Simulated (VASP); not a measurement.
Consider the following.

```xyz
2
Lattice="1.3558 -2.3484 0.0000 1.3558 2.3484 0.0000 0.0000 0.0000 4.3226" Properties=species:S:1:pos:R:3 pbc="T T T"
Tc     1.3558     0.7828     1.0807
Tc     1.3558    -0.7828     3.2420
```

The numbers are results of LDA (Ceperley-Alder, Perdew-Zunger), VASP's LDA PAW potentials (set 64) (plane waves; VASP), not measurements. Run with 500 eV cut-off, 15×15×9 Γ-centred mesh, first-order Methfessel-Paxton smearing of 0.10 eV, potentials Tc_pv.

Problem. Predict the energy per atom (σ→0), band gap (on the k-mesh) with the smallest direct gap where there is one.

Solution. 
```json
{
  "band gap (on the k-mesh)": "none (metal, semimetal or under 0.01 eV)",
  "energy per atom (σ→0)": "-1132.2 kJ/mol of atoms"
}
```

Only differences to runs with the same potentials and settings are physical.

The compound is Tc in the hcp structure. It was relaxed first.
